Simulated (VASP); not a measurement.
OSZICAR of a VASP run on ScIn₂ (space group Cmmm):

**OSZICAR**
```
       N       E                     dE             d eps       ncg     rms          rms(c)
DAV:   1     0.837916884771E+03    0.83792E+03   -0.25871E+04  1872   0.156E+03
DAV:   2     0.641457049140E+02   -0.77377E+03   -0.76824E+03  1968   0.581E+02
DAV:   3    -0.262243454366E+02   -0.90370E+02   -0.89066E+02  2384   0.241E+02
DAV:   4    -0.301245898097E+02   -0.39002E+01   -0.38447E+01  2744   0.509E+01
DAV:   5    -0.302849392672E+02   -0.16035E+00   -0.15983E+00  3152   0.920E+00    0.117E+01
DAV:   6    -0.279612104391E+02    0.23237E+01   -0.10065E+01  2584   0.197E+01    0.368E+00
DAV:   7    -0.277978525035E+02    0.16336E+00   -0.70631E-01  2408   0.700E+00    0.203E+00
DAV:   8    -0.277604494880E+02    0.37403E-01   -0.13545E-01  2468   0.299E+00    0.623E-01
DAV:   9    -0.277571418098E+02    0.33077E-02   -0.17239E-02  2352   0.139E+00    0.300E-01
DAV:  10    -0.277570025671E+02    0.13924E-03   -0.21637E-03  2756   0.554E-01    0.226E-01
DAV:  11    -0.277570295161E+02   -0.26949E-04   -0.49160E-04  2720   0.346E-01    0.246E-02
DAV:  12    -0.277570342748E+02   -0.47586E-05   -0.17767E-04  3016   0.163E-01    0.219E-02
DAV:  13    -0.277570349513E+02   -0.67649E-06   -0.12490E-05  2520   0.265E-02    0.210E-02
DAV:  14    -0.277570348479E+02    0.10335E-06   -0.11533E-06  1396   0.172E-02
   1 F= -.27757035E+02 E0= -.27696998E+02  d E =-.120074E+00
```

Question: Which electronic solver shows in the log?

Answer: It is blocked Davidson (ALGO = Normal, or the opening steps of other solvers). The INCAR had ALGO = Normal.

Question: Can the final energy be trusted as converged?

Answer: The calculation finished and met its thresholds. It stopped with EDIFF = 1E-6, NELM = 100 (PBEsol GGA, plane waves, VASP's PBE PAW potentials (set 64)).

The structure comes from a computed database's ScIn2 entry; how it stands against other phases isn't given here. The cell was not relaxed at this level. The k-mesh is coarse (spacing up to 0.37 per Å, 2π included), so the numbers may not be converged in it.
